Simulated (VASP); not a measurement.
Consider the following.

```
CELL_PARAMETERS angstrom
      0.00000     3.04053     2.95468
      2.95554     0.00000     2.95468
      2.95554     3.04053     0.00000
ATOMIC_POSITIONS crystal
  Pb 0.00000 0.00000 0.00000
  F  0.25000 0.25000 0.25000
  F  0.74033 0.75967 0.75967
```

Computed with PBE GGA, VASP's PBE PAW potentials (set 64) (plane waves; VASP). Numerical set-up: ADDGRID = .TRUE., 520 eV cut-off, 6×6×6 Γ-centred mesh, Gaussian smearing of 0.050 eV, potentials Pb_d F.

Give the force on each atom (eV/Å).

```json
[
 {"atom": "Pb1", "Fx": "0.040", "Fy": "0.000", "Fz": "0.000"},
 {"atom": "F2", "Fx": "0.104", "Fy": "0.000", "Fz": "0.000"},
 {"atom": "F3", "Fx": "-0.145", "Fy": "0.000", "Fz": "0.000"}
]
```

Give the stress tensor in GPa (positive for a compressed cell).

```
 1.53   0.00   0.00
 0.00  -0.02   0.44
 0.00   0.44   1.51
```
The pressure is its mean diagonal, 1.01 GPa.

The compound is PbF2 in the fluorite structure, the β form. The cell was not relaxed at this level, atoms are displaced from their ideal sites. The run is one of a series of settings (ADDGRID = .TRUE. against the base run), some of them coarse on purpose.
